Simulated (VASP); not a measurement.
# KNi2S2: hyperfine terms and field gradients, part 3 of 4

Aim: the hyperfine contact terms and the field gradients at the nuclei of KNi2S2, by functional. The start is a cell from a database of measured crystal structures.

VASP 6.6.1, plane waves and PAW; the level of theory is named at each step.

So far. Step 2 (Local probes at LDA): The largest gradient is -55.27 V/Å², at Ni1.

**3. Local probes at r2SCAN**

This step: r2SCAN, DFT+U (Ni d 3 eV), spin-polarised from a ferromagnetic start; plane waves and PAW (Ni, K_sv, S) (VASP 6.6.1).

Field gradients probe the charge near the nuclei, so LASPH is on and the cutoff is at least 1.4 times the default of the data sets; this run is at r2SCAN. LHYPERFINE adds the spin density at the nuclei, with NGYROMAG = 1 for all, so that values scale to any isotope.

INCAR reads:

```
SYSTEM = KNi2S2
PREC = Accurate
ENCUT = 400
EDIFF = 1E-07
NELM = 100
ISMEAR = -1
SIGMA = 0.05
LREAL = .FALSE.
ALGO = Normal
METAGGA = R2SCAN
LASPH = .TRUE.
NBANDS = 31
ISPIN = 2
MAGMOM = 1 1 0 0 0
LDAU = .TRUE.
LDAUTYPE = 2
LDAUL = 2 -1 -1
LDAUU = 3 0 0
LDAUJ = 0 0 0
LDAUPRINT = 1
LMAXMIX = 4
LORBIT = 11
LWAVE = .FALSE.
LCHARG = .FALSE.
KPAR = 4
LEFG = .TRUE.
LHYPERFINE = .TRUE.
NGYROMAG = 1 1 1
```

POSCAR reads:

```
KNi2S2
1.0
   -1.8955000000      1.8955000000      6.4145000000
    1.8955000000     -1.8955000000      6.4145000000
    1.8955000000      1.8955000000     -6.4145000000
Ni K S
2 1 2
Direct
    0.2500000000      0.7500000000      0.5000000000
    0.7500000000      0.2500000000      0.5000000000
    0.0000000000      0.0000000000      0.0000000000
    0.6400000000      0.6400000000      0.0000000000
    0.3600000000      0.3600000000      0.0000000000
```

KPOINTS reads:

```
Automatic mesh
0
Gamma
10 10 10
0 0 0
```

The projector-augmented-wave data sets are Ni, K_sv and S (PBE family, release 64).

Run with:

```bash
> mpirun -np 4 vasp_std
```

The program printed:

```text
[banner, memory and clock lines left out]
running    4 mpi-ranks, on    1 nodes
 distrk:  each k-point on    1 cores,    4 groups
 distr:  one band on    1 cores,    1 groups

 POSCAR found type information on POSCAR NiK S
 POSCAR found :  3 types and       5 ions
 [... a notice as in an earlier step ...]

 LDA part: xc-table for (None), standard interpolation
 POSCAR, INCAR and KPOINTS ok, starting setup
 FFT: planning ... GRIDC
 FFT: planning ... GRID_SOFT
 FFT: planning ... GRID
 WAVECAR not read
 entering main loop
       N       E                     dE             d eps       ncg     rms          rms(c)
DAV:   1     0.260216814616E+03    0.26022E+03   -0.15853E+04 12648   0.118E+03
DAV:   2    -0.277787022957E+02   -0.28800E+03   -0.27376E+03 13173   0.310E+02
DAV:   3    -0.542741722551E+02   -0.26495E+02   -0.25904E+02 15425   0.105E+02
DAV:   4    -0.552110877966E+02   -0.93692E+00   -0.93210E+00 20543   0.184E+01
DAV:   5    -0.552380909731E+02   -0.27003E-01   -0.26994E-01 17921   0.244E+00    0.173E+01
DAV:   6    -0.488768906535E+02    0.63612E+01   -0.35339E+01 15312   0.890E+01    0.251E+01
DAV:   7    -0.457799840772E+02    0.30969E+01   -0.95323E+00 16012   0.527E+01    0.801E+00
DAV:   8    -0.460761863741E+02   -0.29620E+00   -0.26188E+00 17971   0.161E+01    0.403E+00
DAV:   9    -0.460955602317E+02   -0.19374E-01   -0.33675E-01 19359   0.689E+00    0.157E+00
DAV:  10    -0.461148724158E+02   -0.19312E-01   -0.10560E-01 18603   0.372E+00    0.824E-01
DAV:  11    -0.461275971631E+02   -0.12725E-01   -0.26707E-02 18455   0.123E+00    0.429E-01
DAV:  12    -0.461349466467E+02   -0.73495E-02   -0.25874E-02 18434   0.111E+00    0.221E-01
DAV:  13    -0.461361721898E+02   -0.12255E-02   -0.30489E-03 17645   0.328E-01    0.158E-01
DAV:  14    -0.461367491227E+02   -0.57693E-03   -0.12171E-03 19339   0.251E-01    0.848E-02
DAV:  15    -0.461370348451E+02   -0.28572E-03   -0.19197E-03 20163   0.294E-01    0.368E-02
DAV:  16    -0.461370643776E+02   -0.29533E-04   -0.19499E-04 16538   0.960E-02    0.299E-02
DAV:  17    -0.461370660882E+02   -0.17106E-05   -0.32802E-05 19849   0.454E-02    0.158E-02
DAV:  18    -0.461370666250E+02   -0.53674E-06   -0.20473E-05 19713   0.442E-02    0.581E-03
DAV:  19    -0.461370675186E+02   -0.89361E-06   -0.64563E-06 19190   0.178E-02    0.546E-03
DAV:  20    -0.461370671223E+02    0.39624E-06   -0.44804E-07 14758   0.502E-03    0.377E-03
DAV:  21    -0.461370678027E+02   -0.68038E-06   -0.21149E-07 12646   0.482E-03    0.772E-04
DAV:  22    -0.461370677289E+02    0.73785E-07   -0.14200E-07  9624   0.248E-03
ion   1
     0.0000000    -0.0000000     0.0000000    17.3294828     0.0000000    -0.0000000
     0.0000452    -0.0000000     0.0000000    17.3294826     0.0000000    -0.0000000
     0.0000622    -0.0000000     0.0000000    17.3294824     0.0000000    -0.0000000
     0.0000857    -0.0000000     0.0000000    17.3294821     0.0000000    -0.0000000
     0.0001180    -0.0000000     0.0000000    17.3294815     0.0000000    -0.0000000

     0.0000000    -0.0000000     0.0000000    89.6587103     0.0000000    -0.0000000
     0.0000452    -0.0000000     0.0000000    89.6590327     0.0000000    -0.0000000
     0.0000622    -0.0000000     0.0000000    89.6592178     0.0000000    -0.0000000
     0.0000857    -0.0000000     0.0000000    89.6595201     0.0000000    -0.0000000
     0.0001180    -0.0000000     0.0000000    89.6600115     0.0000000    -0.0000000

ion   2
     0.0000000    -0.0000000     0.0000000    17.3294828     0.0000000     0.0000000
     0.0000452    -0.0000000     0.0000000    17.3294826     0.0000000     0.0000000
     0.0000622    -0.0000000     0.0000000    17.3294824     0.0000000     0.0000000
     0.0000857    -0.0000000     0.0000000    17.3294821     0.0000000     0.0000000
     0.0001180    -0.0000000     0.0000000    17.3294815     0.0000000     0.0000000

     0.0000000    -0.0000000     0.0000000    89.6587103     0.0000000     0.0000000
     0.0000452    -0.0000000     0.0000000    89.6590327     0.0000000     0.0000000
     0.0000622    -0.0000000     0.0000000    89.6592178     0.0000000     0.0000000
     0.0000857    -0.0000000     0.0000000    89.6595201     0.0000000     0.0000000
     0.0001180    -0.0000000     0.0000000    89.6600115     0.0000000     0.0000000

ion   3
     0.0000000     0.0000000     0.0000000     0.1053857     0.0000000     0.0000000
     0.0000394     0.0000000     0.0000000     0.1053857     0.0000000     0.0000000
     0.0000543     0.0000000     0.0000000     0.1053857     0.0000000     0.0000000
     0.0000748     0.0000000     0.0000000     0.1053857     0.0000000     0.0000000
     0.0001030     0.0000000     0.0000000     0.1053857     0.0000000     0.0000000

     0.0000000     0.0000000     0.0000000     4.6913127     0.0000000     0.0000000
     0.0000394     0.0000000     0.0000000     4.6912885     0.0000000     0.0000000
     0.0000543     0.0000000     0.0000000     4.6912741     0.0000000     0.0000000
     0.0000748     0.0000000     0.0000000     4.6912503     0.0000000     0.0000000
     0.0001030     0.0000000     0.0000000     4.6912114     0.0000000     0.0000000

ion   4
     0.0000000     0.0000000    -0.0000000     0.9819364    -0.0000000    -0.0000000
     0.0000369     0.0000000    -0.0000000     0.9819364    -0.0000000    -0.0000000
     0.0000508     0.0000000    -0.0000000     0.9819364    -0.0000000    -0.0000000
     0.0000700     0.0000000    -0.0000000     0.9819364    -0.0000000    -0.0000000
     0.0000964     0.0000000    -0.0000000     0.9819364    -0.0000000    -0.0000000

     0.0000000     0.0000000    -0.0000000    13.6118431    -0.0000000    -0.0000000
     0.0000369     0.0000000    -0.0000000    13.6118046    -0.0000000    -0.0000000
     0.0000508     0.0000000    -0.0000000    13.6117813    -0.0000000    -0.0000000
     0.0000700     0.0000000    -0.0000000    13.6117424    -0.0000000    -0.0000000
     0.0000964     0.0000000    -0.0000000    13.6116784    -0.0000000    -0.0000000

ion   5
     0.0000000     0.0000000    -0.0000000     0.9819364    -0.0000000     0.0000000
     0.0000369     0.0000000    -0.0000000     0.9819364    -0.0000000     0.0000000
     0.0000508     0.0000000    -0.0000000     0.9819364    -0.0000000     0.0000000
     0.0000700     0.0000000    -0.0000000     0.9819364    -0.0000000     0.0000000
     0.0000964     0.0000000    -0.0000000     0.9819364    -0.0000000     0.0000000

     0.0000000     0.0000000    -0.0000000    13.6118431    -0.0000000     0.0000000
     0.0000369     0.0000000    -0.0000000    13.6118046    -0.0000000     0.0000000
     0.0000508     0.0000000    -0.0000000    13.6117813    -0.0000000     0.0000000
     0.0000700     0.0000000    -0.0000000    13.6117424    -0.0000000     0.0000000
     0.0000964     0.0000000    -0.0000000    13.6116784    -0.0000000     0.0000000

   1 F= -.46137068E+02 E0= -.46128167E+02  d E =-.178021E-01  mag=     2.9814
```

The job ended after 11 min (4 MPI ranks of Intel Xeon 6975P-C (Granite Rapids), shared host; peak memory 2.6 GiB).

(Continued in part 4 of 4.)

[Lines on the potential files, build, host, timing and source positions are cut from VASP's logs without a mark.]

[Logs are printed without paths, hosts, clocks, repeated set-up lines and the standing remarks that a program may print on its own settings, such as how far it seeks lower states.]

[Hosts, paths, dates, database ids (printed as entryN), source tags and the programs' standing remarks are cut or masked in the printed files.]
